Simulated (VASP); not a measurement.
Data:

```
CELL_PARAMETERS angstrom
      3.10089     0.00000     0.00000
     -1.55044     2.68545     0.00000
      0.00000     0.00000     5.52674
ATOMIC_POSITIONS crystal
  V  0.00000 0.00000 0.00000
  S  0.66667 0.33333 0.73672
  S  0.33333 0.66667 0.26328
```

Calculation: LDA (Ceperley-Alder, Perdew-Zunger), VASP's LDA PAW potentials (set 64) (plane waves; VASP). Numerical set-up: 400 eV cut-off, 13×13×6 Γ-centred mesh, tetrahedra with Blöchl corrections, potentials V_sv S.

The cores are frozen, which limits the accuracy of field gradients.

Problem. Give the principal components of the electric field gradient (V/Å²) and the asymmetry η at each nucleus.

Solution. 
| atom | Vxx | Vyy | Vzz | η |
|---|---|---|---|---|
| V1 | 26.2 | 26.2 | -52.5 | 0.00 |
| S2 | 18.9 | 18.9 | -37.8 | 0.00 |
| S3 | 18.9 | 18.9 | -37.8 | 0.00 |

The structure comes from a computed database's VS2 entry (P-3m1); how it stands against other phases isn't given here. It was relaxed first, which changed the volume by -16 %. The run is not spin-polarised, so no magnetic state was tried.
